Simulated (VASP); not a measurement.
Data:

```yaml
crystal:
  lattice:
    - [0.00000, 2.94714, 2.90293]
    - [2.90293, 0.00000, 2.90293]
    - [2.90293, 2.94714, 0.00000]
  atoms:
    - { symbol: Al, position: [0.25000, 0.25000, 0.25000] }
    - { symbol: Al, position: [0.75000, 0.75000, 0.75000] }
    - { symbol: Pt, position: [0.00000, 0.00000, 0.00000] }
```

These are PBEsol GGA, VASP's PBE PAW potentials (set 64) (plane waves; VASP 6.6.1) values and carry that method's errors. Run with 480 eV cut-off, 8×8×8 Γ-centred mesh, first-order Methfessel-Paxton smearing of 0.10 eV, potentials Al Pt.

Problem. Give the stress tensor in GPa (positive for a compressed cell).

Solution. 
```
4.80  0.00  0.00
0.00  4.24  0.00
0.00  0.00  4.80
```
The pressure is its mean diagonal, 4.62 GPa.

The compound is PtAl2 in the fluorite structure. This cell was strained or had an atom moved on purpose.
